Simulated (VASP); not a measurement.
Highest phonon frequency on the path of C (diamond) against the volume, from finite displacements in a 3×3×3 supercell. These are LDA (Ceperley-Alder, Perdew-Zunger), VASP's LDA PAW potentials (set 64) (plane waves; VASP) values and carry that method's errors. The supercell is small, so branches between its commensurate points are interpolated roughly. Fit ln ω as a straight line in ln V.

```tsv
V (Å³/atom)	ln(ω/cm⁻¹)
5.415	7.2218
5.526	7.2024
5.636	7.1834
5.747	7.1647
```

Problem. Fit the rows as the text says and predict the value at 5.857.

Solution. The slope is -0.96, a Grüneisen parameter of 0.96 for this mode. The line misses the rows by up to 0.0001 and gives 7.1465 at 5.857. The run gave 7.1462, -0.0003 from the line.

Runs of the series that failed, ran out of time, didn't relax or are held back are left out.

The compound is C in the diamond structure.
